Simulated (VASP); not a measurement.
VASP input:

### POSCAR
```
CsBr
1
    4.2900000000     0.0000000000     0.0000000000
    0.0000000000     4.2900000000     0.0000000000
    0.0000000000     0.0000000000     4.2900000000
Cs Br
1 1
Direct
  0.0000000000   0.0000000000   0.0000000000
  0.5000000000   0.5000000000   0.5000000000
```

KPOINTS:
```
Automatic mesh
0
Gamma
5 5 5
0 0 0
```

INCAR:
```
SYSTEM = CsBr
PREC = Accurate
ENCUT = 400
EDIFF = 1E-6
NELM = 60
ALGO = VeryFast
LREAL = .FALSE.
LASPH = .TRUE.
ISMEAR = 0
SIGMA = 0.05
GGA = PE
LMAXMIX = 4
LWAVE = .FALSE.
LCHARG = .FALSE.
ISIF = 2
NELMDL = -1
```

POTCAR, in this order: Cs_sv Br (PBE.64 set). Program: vasp_std.

The run wrote:

### standard output
```
...
RMM:  21     0.515150350752E+03   -0.22256E+00   -0.21834E+00   479   0.343E+01    0.453E+01
RMM:  22     0.514902244643E+03   -0.24811E+00   -0.24668E+00   478   0.331E+01    0.388E+01
RMM:  23     0.514630399306E+03   -0.27185E+00   -0.28112E+00   478   0.321E+01    0.392E+01
RMM:  24     0.514396694462E+03   -0.23370E+00   -0.27895E+00   472   0.312E+01    0.415E+01
RMM:  25     0.514138817548E+03   -0.25788E+00   -0.31530E+00   464   0.306E+01    0.357E+01
RMM:  26     0.513811476354E+03   -0.32734E+00   -0.20439E+00   462   0.296E+01    0.246E+01
RMM:  27     0.513455563731E+03   -0.35591E+00   -0.23308E+00   462   0.289E+01    0.168E+01
RMM:  28     0.513211220848E+03   -0.24434E+00   -0.21268E+00   478   0.280E+01    0.148E+01
RMM:  29     0.512986995459E+03   -0.22423E+00   -0.23347E+00   478   0.274E+01    0.151E+01
RMM:  30     0.512868893570E+03   -0.11810E+00   -0.21324E+00   466   0.268E+01    0.173E+01
RMM:  31     0.512660406627E+03   -0.20849E+00   -0.23644E+00   471   0.262E+01    0.174E+01
RMM:  32     0.512496996880E+03   -0.16341E+00   -0.17275E+00   478   0.256E+01    0.176E+01
RMM:  33     0.512312482743E+03   -0.18451E+00   -0.19551E+00   476   0.251E+01    0.282E+01
RMM:  34     0.512142580982E+03   -0.16990E+00   -0.16235E+00   478   0.246E+01    0.293E+01
RMM:  35     0.511985844727E+03   -0.15674E+00   -0.19346E+00   472   0.242E+01    0.325E+01
RMM:  36     0.511822785104E+03   -0.16306E+00   -0.14337E+00   476   0.237E+01    0.333E+01
RMM:  37     0.511662270682E+03   -0.16051E+00   -0.15488E+00   478   0.233E+01    0.330E+01
RMM:  38     0.511541129450E+03   -0.12114E+00   -0.12320E+00   478   0.229E+01    0.340E+01
RMM:  39     0.511406695164E+03   -0.13443E+00   -0.13958E+00   478   0.225E+01    0.327E+01
RMM:  40     0.511312272438E+03   -0.94423E-01   -0.11377E+00   472   0.222E+01    0.304E+01
RMM:  41     0.511217538732E+03   -0.94734E-01   -0.14037E+00   464   0.219E+01    0.255E+01
RMM:  42     0.511140269697E+03   -0.77269E-01   -0.11921E+00   466   0.216E+01    0.193E+01
RMM:  43     0.511046524994E+03   -0.93745E-01   -0.12547E+00   472   0.213E+01    0.123E+01
RMM:  44     0.510969387588E+03   -0.77137E-01   -0.10041E+00   476   0.210E+01    0.557E+00
RMM:  45     0.510882563150E+03   -0.86824E-01   -0.10462E+00   477   0.207E+01    0.184E+00
RMM:  46     0.510811437434E+03   -0.71126E-01   -0.84638E-01   478   0.204E+01    0.500E+00
RMM:  47     0.510731877495E+03   -0.79560E-01   -0.96935E-01   471   0.202E+01    0.595E+00
RMM:  48     0.510664059672E+03   -0.67818E-01   -0.76843E-01   476   0.199E+01    0.531E+00
RMM:  49     0.510588009718E+03   -0.76050E-01   -0.79631E-01   478   0.196E+01    0.369E+00
RMM:  50     0.510523824331E+03   -0.64185E-01   -0.69864E-01   477   0.194E+01    0.261E+00
RMM:  51     0.510453853877E+03   -0.69970E-01   -0.71907E-01   478   0.191E+01    0.224E+00
RMM:  52     0.510368306664E+03   -0.85547E-01   -0.10227E+00   466   0.191E+01    0.395E+00
RMM:  53     0.510300252082E+03   -0.68055E-01   -0.70845E-01   476   0.188E+01    0.412E+00
RMM:  54     0.510235353204E+03   -0.64899E-01   -0.67100E-01   477   0.185E+01    0.418E+00
RMM:  55     0.510172960115E+03   -0.62393E-01   -0.62980E-01   478   0.183E+01    0.373E+00
RMM:  56     0.510117899364E+03   -0.55061E-01   -0.55518E-01   478   0.181E+01    0.201E+00
RMM:  57     0.510058578147E+03   -0.59321E-01   -0.59294E-01   478   0.179E+01    0.964E-01
RMM:  58     0.510012047908E+03   -0.46530E-01   -0.46593E-01   479   0.177E+01    0.503E-01
RMM:  59     0.509955405415E+03   -0.56642E-01   -0.56560E-01   478   0.175E+01    0.287E-01
RMM:  60     0.509911390060E+03   -0.44015E-01   -0.44077E-01   477   0.173E+01

 -----------------------------------------------------------------------------
|                                                                             |
|           W    W    AA    RRRRR   N    N  II  N    N   GGGG   !!!           |
|           W    W   A  A   R    R  NN   N  II  NN   N  G    G  !!!           |
|           W    W  A    A  R    R  N N  N  II  N N  N  G       !!!           |
|           W WW W  AAAAAA  RRRRR   N  N N  II  N  N N  G  GGG   !            |
|           WW  WW  A    A  R   R   N   NN  II  N   NN  G    G                |
|           W    W  A    A  R    R  N    N  II  N    N   GGGG   !!!           |
|                                                                             |
|     The electronic self-consistency was not achieved in the given           |
|     number of steps (NELM). The forces and other quantities evaluated       |
|     might not be reliable so examine the results carefully. If you find     |
|     spurious results, we suggest increasing NELM, if you were close to      |
|     convergence or switching to a different ALGO or adjusting the           |
|     density mixing parameters otherwise.                                    |
|                                                                             |
 -----------------------------------------------------------------------------

   1 F= 0.50991139E+03 E0= 0.50991408E+03  d E =-.538665E-02
```

File OUTCAR:
```
------------------------ aborting loop EDIFF was not reached (unconverged)  ----------------------------
  FORCE on cell =-STRESS in cart. coord.  units (eV):
  Direction    XX          YY          ZZ          XY          YZ          ZX
  --------------------------------------------------------------------------------------
  Total      166.7345136    166.7345136    166.7345136     -0.0000000     -0.0000000      0.0000000
  in kB     3383.4846676   3383.4846676   3383.4846676     -0.0000000     -0.0000000      0.0000000
  external PRESSURE =    3383.4846676 kB  Pullay stress =       0.0000000 kB
  volume of cell :       78.95
      direct lattice vectors                 reciprocal lattice vectors
     4.290000000  0.000000000  0.000000000     0.233100233  0.000000000  0.000000000
     0.000000000  4.290000000  0.000000000     0.000000000  0.233100233  0.000000000
     0.000000000  0.000000000  4.290000000     0.000000000  0.000000000  0.233100233
 POSITION                                       TOTAL-FORCE (eV/Angst)
 -----------------------------------------------------------------------------------
      0.00000      0.00000      0.00000         0.000000      0.000000      0.000000
      2.14500      2.14500      2.14500         0.000000      0.000000      0.000000
 -----------------------------------------------------------------------------------
    total drift:                                0.000000      0.000000      0.000000
  FREE ENERGIE OF THE ION-ELECTRON SYSTEM (eV)
  ---------------------------------------------------
  free  energy   TOTEN  =       509.9113900604 eV

  energy  without entropy=      509.9167767126  energy(sigma->0) =      509.91408339
```
(Selected blocks of OUTCAR.)

Q: From input and log, find the fault in this run and mend it.

A: The cause: ALGO = VeryFast starts from random orbitals with almost no delay (NELMDL = -1). The run did not converge; its last values are not results. Against the sound run, the energy per atom (σ→0) rises by 257.960 eV/atom; the pressure increases by 337.32 GPa; the band gap falls by 4.51 eV. To mend it, set ALGO = Normal, remove NELMDL.

The mended run (PBE GGA, plane waves, VASP's PBE PAW potentials (set 64)) converges, and its OSZICAR ends with
```
   1 F= -.60054992E+01 E0= -.60054992E+01  d E =-.180424E-17
```

The compound is CsBr in the CsCl type structure. The cell was not relaxed at this level.
